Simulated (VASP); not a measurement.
# Fitting the PBE energy curve of CsNiO2

```
Cs Ni O
1.0
     0.00000    4.26052    4.26052
     4.26052    0.00000    4.26052
     4.26052    4.26052    0.00000
Cs Ni O
2 2 4
Direct
  0.75000 0.75000 0.75000
  0.50000 0.50000 0.50000
  0.25000 0.25000 0.25000
  0.00000 0.00000 0.00000
  0.12500 0.62500 0.12500
  0.12500 0.12500 0.62500
  0.62500 0.12500 0.12500
  0.12500 0.12500 0.12500
```

The cell comes from a database or a generator and needn't be the stable form of this composition.

The cell was scaled at fixed shape and fractions and run with VASP, PBE PAW files Cs_sv, Ni, O, 520 eV; PBE, k mesh 6 × 6 × 6 on the cell of 8 atoms, fermi-dirac occupations of 0.05 eV, collinear spin, ferromagnetic start, no spin-orbit coupling. Energies are those that the program minimises, any entropy of the smearing included. For a metal such a mesh isn't converged to the digits shown. The magnetic state is the one that the start led to, which needn't be the lowest.

```csv
V (Å³/atom),energy over the lowest row (meV/atom)
18.1742,2.22
18.5609,0.00
18.9476,?
19.3343,6.15
19.7209,13.78
20.1076,23.99
20.4943,36.51
```

**Question.** Fit the third-order Birch-Murnaghan form, give V0, B0 and B′, and predict the energy left open.

**Answer.** With y = (V0/V)^(2/3), E = E0 + (9 V0 B0/16) [(y - 1)³ B′ + (y - 1)² (6 - 4y)]. Least squares through the rows shown give V0 = 18.5947 Å³/atom, E0 = -0.02 meV, B0 = 72.29 GPa (1 eV/Å³ = 160.218 GPa) and B′ = 4.59, with a largest miss of 0.01 meV. At V = 18.9476 the form with these constants gives 1.44 meV; the run gave 1.44 meV an atom.
